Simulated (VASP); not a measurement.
Input:

```
CELL_PARAMETERS angstrom
      4.50280     0.00000     0.00000
      0.00000     4.50280     0.00000
      0.00000     0.00000     3.00503
ATOMIC_POSITIONS crystal
  Mg 0.00000 0.00000 0.00000
  Mg 0.50000 0.50000 0.50000
  H  0.30422 0.30422 0.00000
  H  0.80422 0.19578 0.50000
  H  0.19578 0.80422 0.50000
  H  0.69578 0.69578 0.00000
```

Level of theory: PBE GGA, VASP's PBE PAW potentials (set 64) (plane waves; VASP 6.6.1). Run with 400 eV cut-off, 6×6×8 Γ-centred mesh, tetrahedra with Blöchl corrections, potentials Mg H.

Q: The job: MgH₂ (rutile), 6 atoms, PBE, static run, 400 eV, 6×6×8 Γ-centred mesh. Roughly how much core time does it take on a busy server core?

A: About 20 core-seconds (one run on a shared machine, a rough figure). It had 50 irreducible k-points, 8 bands, up to 1122 plane waves and 12 electronic steps.

The compound is MgH2 in the rutile structure. It was relaxed first.
